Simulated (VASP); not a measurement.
VASP input:

File POSCAR:
```
Hf2Sb3Pd
1
    3.8939659843     0.0000000000    -0.0000000000
    0.0000000000     3.8939659843     0.0000000000
   -0.0000000000     0.0000000000     8.4880494913
Hf Sb Pd
2 3 1
Direct
  0.5000000000   0.0000000000   0.7386349328
  1.0000000000   0.5000000000   0.2613650672
  0.5000000000   0.0000000000   0.3810747417
  1.0000000000   0.5000000000   0.6189252583
  0.0000000000   0.0000000000   1.0000000000
  0.5000000000   0.5000000000   1.0000000000
```

INCAR:
```
SYSTEM = Hf2Sb3Pd
PREC = Accurate
ENCUT = 400
EDIFF = 1E-7
NELM = 100
ALGO = Normal
LREAL = .FALSE.
LASPH = .TRUE.
ISMEAR = -5
GGA = PS
LMAXMIX = 6
LWAVE = .FALSE.
LCHARG = .TRUE.
LORBIT = 11
NEDOS = 601
ISIF = 2
LEFG = .TRUE.
```

### KPOINTS
```
kpoints
0
gamma
 9 9 4
0 0 0
```

POTCAR, in this order: Hf_pv Sb Pd (PBE.64 set). Program: vasp_std.

Question: Write an equivalent input for Ansatz.

Answer: One equivalent input (not run):
Ansatz 0.2 input:
```yaml
crystal:
  lattice:
    - [3.8939660, 0.0000000, 0.0000000]
    - [0.0000000, 3.8939660, 0.0000000]
    - [0.0000000, 0.0000000, 8.4880495]
  atoms:
    - { symbol: Hf, position: [0.5000000, 0.0000000, 0.7386349] }
    - { symbol: Hf, position: [1.0000000, 0.5000000, 0.2613651] }
    - { symbol: Sb, position: [0.5000000, 0.0000000, 0.3810747] }
    - { symbol: Sb, position: [1.0000000, 0.5000000, 0.6189253] }
    - { symbol: Sb, position: [0.0000000, 0.0000000, 1.0000000] }
    - { symbol: Pd, position: [0.5000000, 0.5000000, 1.0000000] }
kpoints:
  mp_grid: { grid: [9, 9, 4] }
hamiltonian:
  xc: pbesol
  pseudopotentials: { kind: paw }
scf:
  occupations: { method: tetrahedron }
  max_iter: 100
output: { forces: true, stress: true, eigenvalues: true }
```
What does not carry over: each code has its own PAW files, so the cut-off isn't converted (ENCUT is set for VASP's; basis.ecutwfc is left out, and Ansatz then takes the one that its files recommend); Ansatz stops its SCF on the density residual and VASP on the energy change (EDIFF); the field gradients of LEFG aren't asked of the other code.

The structure comes from a computed database's Hf2Sb3Pd entry (P-4m2); how it stands against other phases isn't given here. It was relaxed first.
